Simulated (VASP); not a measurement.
Output of a VASP run:

File OSZICAR:
```
       N       E                     dE             d eps       ncg     rms          rms(c)
DAV:   1     0.295509807109E+03    0.29551E+03   -0.14881E+04  8776   0.144E+03
DAV:   2    -0.131105559908E+02   -0.30862E+03   -0.29952E+03  9216   0.486E+02
DAV:   3    -0.220725667289E+02   -0.89620E+01   -0.87112E+01  9080   0.898E+01
DAV:   4    -0.221850619806E+02   -0.11250E+00   -0.11236E+00 10720   0.870E+00
DAV:   5    -0.221868885196E+02   -0.18265E-02   -0.18265E-02  9420   0.996E-01    0.204E+01
DAV:   6    -0.207196378077E+02    0.14673E+01   -0.38142E+00  8748   0.205E+01    0.531E+00
DAV:   7    -0.206118559408E+02    0.10778E+00   -0.31947E-01  8892   0.533E+00    0.142E+00
DAV:   8    -0.206052522790E+02    0.66037E-02   -0.31542E-03  9188   0.610E-01    0.751E-01
DAV:   9    -0.206005660069E+02    0.46863E-02   -0.41065E-03  9060   0.794E-01    0.866E-02
DAV:  10    -0.206005744578E+02   -0.84510E-05   -0.13716E-04 11688   0.102E-01    0.301E-02
DAV:  11    -0.206005814529E+02   -0.69951E-05   -0.22982E-06  7748   0.136E-02    0.152E-02
DAV:  12    -0.206005824702E+02   -0.10173E-05   -0.89016E-07  5884   0.957E-03    0.271E-03
DAV:  13    -0.206005827017E+02   -0.23146E-06   -0.63473E-08  4424   0.260E-03
   1 F= -.20600583E+02 E0= -.20599171E+02  d E =-.282330E-02  mag=    -0.0000     0.0000    -0.0000
       N       E                     dE             ncg
```

### OUTCAR
```
------------------------ aborting loop because EDIFF is reached ----------------------------------------
  FORCE on cell =-STRESS in cart. coord.  units (eV):
  Direction    XX          YY          ZZ          XY          YZ          ZX
  --------------------------------------------------------------------------------------
  Total        0.0441900      0.0441901      0.0242922      0.0000000      0.0000000      0.0000000
  in kB        2.6638314      2.6638317      1.4643661      0.0000000      0.0000000      0.0000000
  external PRESSURE =       2.2640097 kB  Pullay stress =       0.0000000 kB
  volume of cell :       26.58
      direct lattice vectors                 reciprocal lattice vectors
     1.344858944 -2.329364172  0.000000000     0.371786203 -0.214650850  0.000000000
     1.344858944  2.329364172  0.000000000     0.371786203  0.214650850  0.000000000
     0.000000000  0.000000000  4.242132282     0.000000000  0.000000000  0.235730508
 POSITION                                       TOTAL-FORCE (eV/Angst)
 -----------------------------------------------------------------------------------
      1.34486      0.77646      1.06053        -0.000000     -0.000000      0.000000
      1.34486     -0.77646      3.18160         0.000000      0.000000     -0.000000
 -----------------------------------------------------------------------------------
    total drift:                                0.000000     -0.000000     -0.000000
  FREE ENERGIE OF THE ION-ELECTRON SYSTEM (eV)
  ---------------------------------------------------
  free  energy   TOTEN  =       -20.6005827017 eV

  energy  without entropy=      -20.5977593995  energy(sigma->0) =      -20.59917105

 Ion:    1  E_soc:     -0.2630947

 Ion:    2  E_soc:     -0.2630947
```
(Selected blocks of OUTCAR.)

### POSCAR
```
Ru
1
    1.3448589439    -2.3293641721     0.0000000000
    1.3448589439     2.3293641721     0.0000000000
    0.0000000000     0.0000000000     4.2421322823
Ru
2
Direct
  0.3333330000   0.6666670000   0.2500000000
  0.6666670000   0.3333330000   0.7500000000
```

Task: Reconstruct the remaining input files.

Result: This is not unique; one that fits is the input of the run itself, PBEsol GGA with spin-orbit coupling, plane waves, VASP's PBE PAW potentials (set 64).

KPOINTS_OPT:
```
k-points along high-symmetry lines
5
Line-mode
Reciprocal
  0.000000   0.000000   0.000000 ! GAMMA
 -0.000000   0.500000   0.000000 ! M

 -0.000000   0.500000   0.000000 ! M
 -0.333333   0.666667   0.000000 ! K

 -0.333333   0.666667   0.000000 ! K
  0.000000   0.000000   0.000000 ! GAMMA

  0.000000   0.000000   0.000000 ! GAMMA
  0.000000   0.000000   0.500000 ! A

  0.000000   0.000000   0.500000 ! A
 -0.000000   0.500000   0.500000 ! L

 -0.000000   0.500000   0.500000 ! L
 -0.333333   0.666667   0.500000 ! H

 -0.333333   0.666667   0.500000 ! H
  0.000000   0.000000   0.500000 ! A

 -0.000000   0.500000   0.500000 ! L
 -0.000000   0.500000   0.000000 ! M

 -0.333333   0.666667   0.500000 ! H
 -0.333333   0.666667   0.000000 ! K
```

**KPOINTS**
```
Automatic mesh
0
Gamma
14 14 8
0 0 0
```

### INCAR
```
LMAXMIX=4
LSORBIT=.True.
ENCUT=400
LWAVE=.False.
NELM=100
PREC=Accurate
LREAL=.False.
GGA=PS   ! PBEsol
ISMEAR=0
MAGMOM=0 0 0 0 0 0
LASPH=.True.   ! aspherical one-centre terms
SIGMA=0.05
ALGO=Normal   ! blocked Davidson
EDIFF=1E-6   ! SCF stop (eV)
GGA_COMPAT=.False.
SYSTEM=Ru
LCHARG=.False.
```

POTCAR, in this order: Ru_pv (PBE.64 set). Program: vasp_ncl.

The compound is Ru in the hcp structure. It was relaxed first.
